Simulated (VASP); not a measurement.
All values below come from PBE GGA with D4 dispersion, VASP's PBE PAW potentials (set 64) (plane waves; VASP 6.6.1).

Input for VASP

File KPOINTS:
```
Automatic
0
Gamma
  8 8 8
```

POSCAR:
```
SrTe
1
    0.0000000000     3.3163096635     3.3163096635
    3.3163096635     0.0000000000     3.3163096635
    3.3163096635     3.3163096635     0.0000000000
Sr Te
1 1
Direct
  0.0000000000   0.0000000000   0.0000000000
  0.5000000000   0.5000000000   0.5000000000
```

### INCAR
```
SYSTEM=SrTe
PREC=Accurate; ENCUT=520; LREAL=.FALSE.
LASPH=.TRUE.
EDIFF=1E-7; NELM=100; ALGO=Normal
LMAXMIX=4
ISMEAR=-5
GGA=PE; IVDW=13
ISIF=2
LWAVE=.FALSE.; LCHARG=.TRUE.; LORBIT=11
NEDOS=601
```

POTCAR, in this order: Sr_sv Te (PBE.64 set). Program: vasp_std.

Unless said otherwise, spin-orbit coupling is left out, though it shifts the bands of the heavy elements here.

Question: What does the run give for the energy per atom (σ→0), dispersion energy, band gap (on the k-mesh)?

Answer: 
- energy per atom (σ→0) = -428.3 kJ/mol-atom
- dispersion energy = -0.624 eV
- band gap (on the k-mesh) = 1.66 eV

### OSZICAR
```
...
DAV:   7    -0.825542657541E+01   -0.50406E-02   -0.21068E-01   968   0.317E+00    0.899E-01
DAV:   8    -0.825472436866E+01    0.70221E-03   -0.24913E-02   844   0.815E-01    0.279E-01
DAV:   9    -0.825497800029E+01   -0.25363E-03   -0.84833E-04   924   0.238E-01    0.862E-02
DAV:  10    -0.825515470176E+01   -0.17670E-03   -0.13801E-04   816   0.829E-02    0.216E-02
DAV:  11    -0.825517941096E+01   -0.24709E-04   -0.28215E-05   892   0.368E-02    0.223E-02
DAV:  12    -0.825517974070E+01   -0.32974E-06   -0.18208E-06   976   0.776E-03    0.183E-03
DAV:  13    -0.825517975622E+01   -0.15521E-07   -0.15742E-07   864   0.259E-03
   1 F= -.88789151E+01 E0= -.88789151E+01  d E =0.000000E+00
```

The compound is SrTe in the rock salt structure. It was relaxed first.
